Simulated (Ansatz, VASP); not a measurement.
# HfTeSe: VASP beside Ansatz

Wanted: the spread between two codes on one cell, functional and k mesh. The cell is taken from a series of runs on this material, whose earlier steps may have relaxed, scaled, displaced or heated it; both programs get it as it stands.

Calculated with Ansatz 0.2.0; plane waves, with VASP 6.6.1 beside it; zone-centre phonons at PBEsol.

## 1. Starting point

The cell holds 3 atoms: 1 Hf, 1 Se and 1 Te. Cell: a = 3.793 Å, b = 3.907 Å, c = 30.000 Å, α = 90.0°, β = 90.0°, γ = 119.0°. Vacuum lies along c.

## 2. VASP: zone-centre phonons, PBEsol

Second derivatives magnify differences that forces hide, and they need a tight electronic threshold.

Lines of VASP's logs that name or quote its potential files are left out, and so is its time.

Contents of INCAR:

```
SYSTEM = HfTeSe
PREC = Accurate
ENCUT = 500
EDIFF = 1E-08
NELM = 120
ISMEAR = 1
SIGMA = 0.2
LREAL = .FALSE.
ALGO = Normal
GGA = PS
NBANDS = 17
LASPH = .TRUE.
LORBIT = 11
LWAVE = .FALSE.
LCHARG = .FALSE.
ISIF = 2
IBRION = 8
GGA_COMPAT = .FALSE.
NELMDL = -8
KPAR = 2
```

Contents of POSCAR:

```
HfTeSe
1.0
    3.7926951833      0.0000000000      0.0000000000
   -1.8963475917      3.4159531927      0.0000000000
    0.0000000000      0.0000000000     30.0000000000
Hf Se Te
1 1 1
Direct
    0.0003402891      0.0006805782      0.3365149741
    0.3298840787      0.6597681574      0.3846126199
    0.6697756321      0.3395512642      0.2755390727
```

Contents of KPOINTS:

```
Automatic mesh
0
Gamma
12 12 1
0 0 0
```

Potentials, in the order of the species: Hf_pv, Se and Te (PBE family, release 64).

On the command line:

```console
$ mpirun -np 2 vasp_std
```

Numbers of over 12 decimals in the logs are rounded to 6 here.

The log of the run:

```text
[banner, memory and clock lines left out]
running    2 mpi-ranks, on    1 nodes
 distrk:  each k-point on    1 cores,    2 groups
 distr:  one band on    1 cores,    1 groups

 POSCAR found type information on POSCAR HfSeTe
 POSCAR found :  3 types and       3 ions
|                                                                             |
|               ----> ADVICE to this user running VASP <----                  |
|                                                                             |
|     You enforced a specific xc type in the INCAR file but a different       |
|     [... a line on the potential file left out ...]
|     I HOPE YOU KNOW WHAT YOU ARE DOING!                                     |
|                                                                             |

 LDA part: xc-table for (Slater+PW92), standard interpolation
 POSCAR, INCAR and KPOINTS ok, starting setup
 FFT: planning ... GRIDC
 FFT: planning ... GRID_SOFT
 FFT: planning ... GRID
 WAVECAR not read
 entering main loop
       N       E                     dE             d eps       ncg     rms          rms(c)
DAV:   1     0.100884989527E+03    0.10088E+03   -0.86132E+03  1822   0.865E+02
DAV:   2    -0.100402796275E+02   -0.11093E+03   -0.10854E+03  1933   0.154E+02
DAV:   3    -0.219477121341E+02   -0.11907E+02   -0.11861E+02  2180   0.498E+01
DAV:   4    -0.221773903247E+02   -0.22968E+00   -0.22941E+00  2305   0.825E+00
DAV:   5    -0.221795567887E+02   -0.21665E-02   -0.21660E-02  2291   0.723E-01
DAV:   6    -0.221796038321E+02   -0.47043E-04   -0.47042E-04  2364   0.844E-02
DAV:   7    -0.221796044770E+02   -0.64494E-06   -0.64496E-06  2267   0.976E-03
DAV:   8    -0.221796044926E+02   -0.15542E-07   -0.15605E-07  2307   0.126E-03    0.445E+01
DAV:   9    -0.210938445060E+02    0.10858E+01   -0.34150E+00  1697   0.808E+00    0.319E+01
DAV:  10    -0.210365242268E+02    0.57320E-01   -0.16542E+00  1880   0.682E+00    0.919E+00
DAV:  11    -0.209731808525E+02    0.63343E-01   -0.29718E-01  1903   0.294E+00    0.138E+00
DAV:  12    -0.209706023386E+02    0.25785E-02   -0.37918E-02  2000   0.101E+00    0.428E-01
DAV:  13    -0.209703111853E+02    0.29115E-03   -0.29674E-03  1983   0.301E-01    0.177E-01
DAV:  14    -0.209701404697E+02    0.17072E-03   -0.36457E-04  2094   0.969E-02    0.120E-01
[...]
DAV:  25    -0.209707880250E+02   -0.31709E-05   -0.57226E-08  1774   0.561E-04    0.402E-04
DAV:  26    -0.209707893373E+02   -0.13123E-05   -0.14120E-08  1603   0.290E-04    0.220E-04
DAV:  27    -0.209707904064E+02   -0.10691E-05   -0.17635E-08  1517   0.350E-04    0.193E-04
DAV:  28    -0.209707905320E+02   -0.12565E-06   -0.11817E-10  1755   0.103E-04    0.133E-04
DAV:  29    -0.209707905976E+02   -0.65588E-07    0.52558E-10  1466   0.578E-05    0.243E-05
DAV:  30    -0.209707906170E+02   -0.19338E-07    0.73807E-10  1487   0.303E-05    0.162E-05
DAV:  31    -0.209707906274E+02   -0.10433E-07    0.78970E-10  1322   0.238E-05    0.146E-05
DAV:  32    -0.209707906304E+02   -0.29684E-08    0.81756E-10  1257   0.105E-05
   1 F= -.20970791E+02 E0= -.20970561E+02  d E =-.689268E-03
 Linear response reoptimize wavefunctions to high precision
DAV:   1    -0.209707906310E+02   -0.64392E-09    0.81071E-10  1438   0.503E-06
DAV:   2    -0.209707906310E+02    0.39108E-10    0.82728E-10   869   0.200E-06
 Linear response DOF=           9
 Linear response progress:
  Degree of freedom:   1/  9
       N       E                     dE             d eps       ncg     rms          rms(c)
RMM:   1    -0.216209896320E+00   -0.21621E+00    0.44561E+00  2685   0.131E+01
RMM:   2    -0.223856965505E+00   -0.76471E-02   -0.40382E-02  3839   0.128E+00    0.518E-01
RMM:   3    -0.223467489871E+00    0.38948E-03   -0.21080E-03  5448   0.222E-01    0.173E-01
RMM:   4    -0.223130805959E+00    0.33668E-03   -0.20150E-04  5497   0.718E-02    0.133E-01
RMM:   5    -0.222769608748E+00    0.36120E-03   -0.45436E-05  5149   0.429E-02    0.866E-03
[...]
RMM:  18    -0.269170656705E+00    0.49391E-08    0.80823E-09  3282   0.446E-05    0.380E-05
 first order change of Fermi-energy   0.15604E+01
 force on displaced ion       1 direction 3 :  -0.000   0.663 -13.634
 Linear response progress:
  Degree of freedom:   4/  9
       N       E                     dE             d eps       ncg     rms          rms(c)
RMM:   1    -0.799295000262E-01   -0.79930E-01    0.90094E-02  6272   0.142E+00
RMM:   2    -0.804554711183E-01   -0.52597E-03   -0.28509E-03  4504   0.253E-01    0.382E-01
RMM:   3    -0.806449140979E-01   -0.18944E-03   -0.39293E-04  4481   0.958E-02    0.246E-01
RMM:   4    -0.811417514209E-01   -0.49684E-03   -0.26173E-04  4322   0.788E-02    0.314E-02
RMM:   5    -0.809884716742E-01    0.15328E-03   -0.24418E-05  4367   0.236E-02    0.179E-02
RMM:   6    -0.809766003896E-01    0.11871E-04   -0.33705E-06  4946   0.799E-03    0.672E-03
RMM:   7    -0.809913280672E-01   -0.14728E-04   -0.51665E-07  4434   0.349E-03    0.240E-03
RMM:   8    -0.809873834498E-01    0.39446E-05   -0.63242E-08  4790   0.109E-03    0.168E-03
RMM:   9    -0.809876228926E-01   -0.23944E-06   -0.56878E-09  4988   0.342E-04    0.936E-04
RMM:  10    -0.809861990310E-01    0.14239E-05   -0.13721E-09  4227   0.362E-04    0.361E-04
[...]
RMM:   1    -0.114491430201E+00   -0.11449E+00    0.94204E-02  3641   0.138E+00
RMM:   2    -0.114588809185E+00   -0.97379E-04   -0.20198E-03  2608   0.209E-01    0.365E-01
RMM:   3    -0.114460872617E+00    0.12794E-03   -0.45134E-04  2671   0.925E-02    0.231E-01
RMM:   4    -0.114565339432E+00   -0.10447E-03   -0.14714E-04  2665   0.477E-02    0.229E-02
RMM:   5    -0.114527869578E+00    0.37470E-04   -0.97941E-06  2541   0.135E-02    0.133E-02
RMM:   6    -0.114507450855E+00    0.20419E-04   -0.11540E-06  2696   0.470E-03    0.783E-03
RMM:   7    -0.114497258980E+00    0.10192E-04   -0.35231E-07  2703   0.247E-03    0.128E-03
RMM:   8    -0.114502303480E+00   -0.50445E-05   -0.72403E-08  2610   0.957E-04    0.118E-03
RMM:   9    -0.114503191196E+00   -0.88772E-06   -0.48555E-08  2644   0.652E-04    0.224E-04
RMM:  10    -0.114501650908E+00    0.15403E-05   -0.32589E-09  2540   0.278E-04    0.207E-04
RMM:  11    -0.114501200565E+00    0.45034E-06   -0.14937E-08  2729   0.290E-04    0.161E-04
RMM:  12    -0.114501352918E+00   -0.15235E-06    0.92524E-10  2628   0.742E-05    0.120E-04
RMM:  13    -0.114501461279E+00   -0.10836E-06    0.10338E-08  2842   0.142E-04    0.449E-05
RMM:  14    -0.114501438184E+00    0.23094E-07    0.12832E-08  2774   0.446E-05    0.399E-05
RMM:  15    -0.114501450985E+00   -0.12800E-07    0.13345E-08  2799   0.505E-05    0.143E-05
RMM:  16    -0.114501476887E+00   -0.25902E-07    0.12821E-08  2769   0.145E-05    0.170E-05
RMM:  17    -0.114501524377E+00   -0.47490E-07    0.21842E-08  2704   0.254E-05    0.862E-06
RMM:  18    -0.114501532472E+00   -0.80950E-08    0.18577E-08  2632   0.128E-05    0.488E-06
 first order change of Fermi-energy  -0.99512E+00
 force on displaced ion       2 direction 3 :  -0.000   0.338  -7.729
 Linear response progress:
  Degree of freedom:   7/  9
       N       E                     dE             d eps       ncg     rms          rms(c)
RMM:   1    -0.416819507298E-01   -0.41682E-01    0.35632E-02  6170   0.912E-01
RMM:   2    -0.426838328951E-01   -0.10019E-02   -0.18098E-03  4731   0.201E-01    0.251E-01
RMM:   3    -0.427754273096E-01   -0.91594E-04   -0.19907E-04  4428   0.714E-02    0.157E-01
RMM:   4    -0.429794527120E-01   -0.20403E-03   -0.80085E-05  4373   0.472E-02    0.105E-02
RMM:   5    -0.429542762475E-01    0.25176E-04   -0.47136E-06  4612   0.118E-02    0.626E-03
RMM:   6    -0.429410595309E-01    0.13217E-04   -0.86675E-07  4547   0.492E-03    0.219E-03
RMM:   7    -0.429421465608E-01   -0.10870E-05   -0.61693E-08  4834   0.144E-03    0.154E-03
RMM:   8    -0.429403542097E-01    0.17924E-05   -0.14970E-08  4542   0.577E-04    0.520E-04
RMM:   9    -0.429407001797E-01   -0.34597E-06   -0.39532E-08  4887   0.204E-04    0.264E-04
RMM:  10    -0.429407540220E-01   -0.53842E-07   -0.10390E-09  4770   0.836E-05    0.724E-05
RMM:  11    -0.429407117364E-01    0.42286E-07    0.88821E-09  4973   0.275E-05    0.194E-05
RMM:  12    -0.429406966046E-01    0.15132E-07    0.16230E-09  4877   0.130E-05    0.874E-06
RMM:  13    -0.429406911340E-01    0.54706E-08   -0.65336E-09  4603   0.929E-06    0.207E-06
 first order change of Fermi-energy  -0.83675E-03
 force on displaced ion       3 direction 1 :  -2.822  -0.002   0.001
 Linear response progress:
  Degree of freedom:   8/  9
       N       E                     dE             d eps       ncg     rms          rms(c)
RMM:   1    -0.425469994480E-01   -0.42547E-01    0.39148E-02  3594   0.916E-01
RMM:   2    -0.435895176495E-01   -0.10425E-02   -0.18468E-03  2724   0.204E-01    0.257E-01
RMM:   3    -0.436863194696E-01   -0.96802E-04   -0.20438E-04  2539   0.728E-02    0.160E-01
RMM:   4    -0.439024798573E-01   -0.21616E-03   -0.87756E-05  2530   0.492E-02    0.111E-02
RMM:   5    -0.438745353969E-01    0.27944E-04   -0.53130E-06  2662   0.124E-02    0.677E-03
RMM:   6    -0.438618065708E-01    0.12729E-04   -0.88864E-07  2662   0.508E-03    0.261E-03
RMM:   7    -0.438621319878E-01   -0.32542E-06   -0.71785E-08  2797   0.138E-03    0.189E-03
RMM:   8    -0.438610886885E-01    0.10433E-05   -0.18296E-08  2724   0.600E-04    0.710E-04
RMM:   9    -0.438609346639E-01    0.15402E-06    0.55186E-08  2766   0.209E-04    0.154E-04
RMM:  10    -0.438612344983E-01   -0.29983E-06   -0.23537E-09  2674   0.102E-04    0.113E-04
RMM:  11    -0.438611890218E-01    0.45476E-07    0.12987E-08  2701   0.399E-05    0.212E-05
RMM:  12    -0.438611856028E-01    0.34190E-08    0.54163E-09  2759   0.164E-05    0.160E-05
 first order change of Fermi-energy  -0.30962E-01
 force on displaced ion       3 direction 2 :   0.000  -2.856   0.275
 Linear response progress:
  Degree of freedom:   9/  9
       N       E                     dE             d eps       ncg     rms          rms(c)
RMM:   1    -0.781744451365E-01   -0.78174E-01    0.57610E-02  3559   0.961E-01
RMM:   2    -0.785097573358E-01   -0.33531E-03   -0.23871E-03  2768   0.237E-01    0.465E-01
RMM:   3    -0.784190357605E-01    0.90722E-04   -0.28775E-04  2526   0.856E-02    0.283E-01
RMM:   4    -0.784819176361E-01   -0.62882E-04   -0.92914E-05  2505   0.440E-02    0.489E-02
RMM:   5    -0.784679590852E-01    0.13959E-04   -0.14230E-05  2562   0.184E-02    0.132E-02
RMM:   6    -0.784564204259E-01    0.11539E-04   -0.15273E-06  2597   0.595E-03    0.737E-03
RMM:   7    -0.784502291193E-01    0.61913E-05   -0.49918E-07  2704   0.291E-03    0.303E-03
RMM:   8    -0.784549388220E-01   -0.47097E-05   -0.48906E-08  2599   0.127E-03    0.218E-03
RMM:   9    -0.784559261937E-01   -0.98737E-06   -0.87854E-09  2811   0.453E-04    0.142E-03
RMM:  10    -0.784561939933E-01   -0.26780E-06   -0.19845E-08  2607   0.405E-04    0.375E-04
RMM:  11    -0.784572650282E-01   -0.10710E-05   -0.64105E-09  2570   0.214E-04    0.169E-04
RMM:  12    -0.784578719763E-01   -0.60695E-06    0.20941E-08  2721   0.189E-04    0.176E-04
RMM:  13    -0.784586626831E-01   -0.79071E-06    0.72356E-09  2864   0.272E-04    0.680E-05
RMM:  14    -0.784587748550E-01   -0.11217E-06    0.22957E-08  2831   0.746E-05    0.364E-05
RMM:  15    -0.784588240472E-01   -0.49192E-07    0.27234E-08  2863   0.697E-05    0.287E-05
RMM:  16    -0.784588125892E-01    0.11458E-07    0.25581E-08  2815   0.335E-05    0.318E-05
RMM:  17    -0.784588018621E-01    0.10727E-07    0.38864E-08  2766   0.317E-05    0.138E-05
RMM:  18    -0.784588005469E-01    0.13153E-08    0.28787E-08  2599   0.141E-05    0.381E-06
 first order change of Fermi-energy  -0.56545E+00
 force on displaced ion       3 direction 3 :  -0.000   0.266  -8.458
 Linear response finished
```

Parts of OUTCAR (step 2):

```text
ion  position               nearest neighbor table
   1  0.000  0.001  0.337-   2 2.65   2 2.65   2 2.67   3 2.88   3 2.88   3 2.91
   2  0.330  0.660  0.385-   1 2.65   1 2.65   1 2.67
   3  0.670  0.340  0.276-   1 2.88   1 2.88   1 2.91

  LATTYP: Found a base centered orthorhombic cell.
 ALAT       =     3.7926951833
 B/A-ratio  =     1.8013328399
 C/A-ratio  =     7.9099422838

 Subroutine GETGRP returns: Found  2 space group operations
 (whereof  2 operations were pure point group operations)

The static configuration has the point symmetry C_1h.

 Found     43 irreducible k-points:

   k-points           NKPTS =     43   k-points in BZ     NKDIM =     43   number of bands    NBANDS=     17

   dimension x,y,z NGX =    28 NGY =   28 NGZ =  224
   dimension x,y,z NGXF=    56 NGYF=   56 NGZF=  448

   ENCUT  =  500.0 eV  36.75 Ry    6.06 a.u.   6.91  7.12 54.70*2*pi/ulx,y,z

   NELECT =      22.0000    total number of electrons

 k-points in reciprocal lattice and weights: Automatic mesh
   0.00000000  0.00000000  0.00000000       0.007
   0.08333333  0.00000000  0.00000000       0.028
   0.16666667  0.00000000  0.00000000       0.028
   0.25000000  0.00000000  0.00000000       0.028
   0.33333333  0.00000000  0.00000000       0.028
   0.41666667  0.00000000  0.00000000       0.028
   0.50000000  0.00000000  0.00000000       0.014
   0.00000000  0.08333333  0.00000000       0.014
   0.08333333  0.08333333  0.00000000       0.028
[...]
0.16666667  0.41666667  0.00000000       0.014
   0.00000000  0.50000000  0.00000000       0.007

 average (electrostatic) potential at core
       1 -46.0106       2 -60.9741       3 -96.5219

  Total       -0.3442542     -1.7326318     -0.0750027      0.0000000      0.0014715     -0.0000000
  in kB       -1.4190861     -7.1422618     -0.3091765      0.0000000      0.0060659     -0.0000000
  external PRESSURE =      -2.9568414 kB  Pullay stress =       0.0000000 kB

  energy-cutoff  :      500.00
  volume of cell :      388.67
      direct lattice vectors                 reciprocal lattice vectors
     3.792695183  0.000000000  0.000000000     0.263664743  0.146372029  0.000000000
    -1.896347592  3.415953193  0.000000000     0.000000000  0.292744058  0.000000000
     0.000000000  0.000000000 30.000000000     0.000000000  0.000000000  0.033333333

 POSITION                                       TOTAL-FORCE (eV/Angst)
 -----------------------------------------------------------------------------------
     -0.00000      0.00232     10.09545         0.000000     -0.000475      0.015746
     -0.00000      2.25374     11.53838        -0.000000      0.000834     -0.029550
      1.89635      1.15989      8.26617         0.000000     -0.000359      0.013804
 -----------------------------------------------------------------------------------
    total drift:                                0.000000     -0.000017      0.000008

 Eigenvectors and eigenvalues of the dynamical matrix
 ----------------------------------------------------

   1 f  =    6.044461 THz    37.978467 2PiTHz  201.621507 cm-1    24.997870 meV
             X         Y         Z           dx          dy          dz
     -0.000000  0.002325 10.095449    -0.000000    0.051327   -0.687070
     -0.000000  2.253737 11.538379     0.000000   -0.063396    0.659369
      1.896348  1.159891  8.266172    -0.000000   -0.010651    0.293941

   2 f  =    4.738015 THz    29.769828 2PiTHz  158.043177 cm-1    19.594848 meV
             X         Y         Z           dx          dy          dz
     -0.000000  0.002325 10.095449    -0.000000    0.006160    0.249326
     -0.000000  2.253737 11.538379     0.000000   -0.065264    0.593182
      1.896348  1.159891  8.266172    -0.000000    0.044312   -0.761387

   3 f  =    4.159428 THz    26.134458 2PiTHz  138.743587 cm-1    17.202005 meV
             X         Y         Z           dx          dy          dz
     -0.000000  0.002325 10.095449    -0.353062    0.000000    0.000000
     -0.000000  2.253737 11.538379     0.891816   -0.000000   -0.000000
      1.896348  1.159891  8.266172    -0.282863    0.000000    0.000000

   4 f  =    4.117421 THz    25.870521 2PiTHz  137.342391 cm-1    17.028279 meV
             X         Y         Z           dx          dy          dz
     -0.000000  0.002325 10.095449     0.000000    0.353536    0.031373
     -0.000000  2.253737 11.538379    -0.000000   -0.886993   -0.090989
      1.896348  1.159891  8.266172     0.000000    0.278930    0.034511

   5 f  =    2.640066 THz    16.588025 2PiTHz   88.063126 cm-1    10.918431 meV
             X         Y         Z           dx          dy          dz
     -0.000000  0.002325 10.095449     0.000000   -0.639199   -0.035268
     -0.000000  2.253737 11.538379     0.000000   -0.014206    0.008194
      1.896348  1.159891  8.266172    -0.000000    0.767235    0.035533

   6 f  =    2.610609 THz    16.402939 2PiTHz   87.080536 cm-1    10.796606 meV
             X         Y         Z           dx          dy          dz
     -0.000000  0.002325 10.095449    -0.640333   -0.000000   -0.000000
     -0.000000  2.253737 11.538379    -0.009900   -0.000000    0.000000
      1.896348  1.159891  8.266172     0.768034    0.000000    0.000000

   7 f/i=    0.000523 THz     0.003288 2PiTHz    0.017457 cm-1     0.002164 meV
             X         Y         Z           dx          dy          dz
     -0.000000  0.002325 10.095449     0.000000    0.032873   -0.680040
     -0.000000  2.253737 11.538379     0.000000    0.021875   -0.452272
      1.896348  1.159891  8.266172     0.000000    0.027993   -0.575024

   8 f/i=    0.001885 THz     0.011842 2PiTHz    0.062869 cm-1     0.007795 meV
             X         Y         Z           dx          dy          dz
     -0.000000  0.002325 10.095449     0.000000   -0.680209   -0.033004
     -0.000000  2.253737 11.538379     0.000000   -0.451979   -0.021722
      1.896348  1.159891  8.266172     0.000000   -0.575055   -0.027959

   9 f/i=    0.005115 THz     0.032139 2PiTHz    0.170619 cm-1     0.021154 meV
             X         Y         Z           dx          dy          dz
     -0.000000  0.002325 10.095449     0.682145    0.000000    0.000000
     -0.000000  2.253737 11.538379     0.452290    0.000000    0.000000
      1.896348  1.159891  8.266172     0.574554    0.000000    0.000000

 ELASTIC MODULI CONTR FROM IONIC RELAXATION (kBar)
 Direction    XX          YY          ZZ          XY          YZ          ZX
 --------------------------------------------------------------------------------
 XX         -90.5293    -56.2912   -124.4822      0.0000     47.4831     -0.0000
 YY         -56.2912    -77.5713   -116.3901      0.0000    -33.7185      0.0000
 ZZ        -124.4822   -116.3901   -211.4079      0.0000      5.9899     -0.0000
 XY           0.0000      0.0000      0.0000    -20.3503      0.0000     45.5061
 YZ          47.4831    -33.7185      5.9899      0.0000   -120.8085      0.0000
 ZX          -0.0000      0.0000     -0.0000     45.5061      0.0000   -104.9480
 --------------------------------------------------------------------------------
```

(Continued in part 2 of 2.)

[Lines on the potential files, build, host, timing and source positions are cut from VASP's logs without a mark.]

[Logs are printed without paths, hosts, clocks, repeated set-up lines and the standing remarks that a program may print on its own settings, such as how far it seeks lower states.]

[Hosts, paths, dates, database ids (printed as entryN), source tags and the programs' standing remarks are cut or masked in the printed files.]
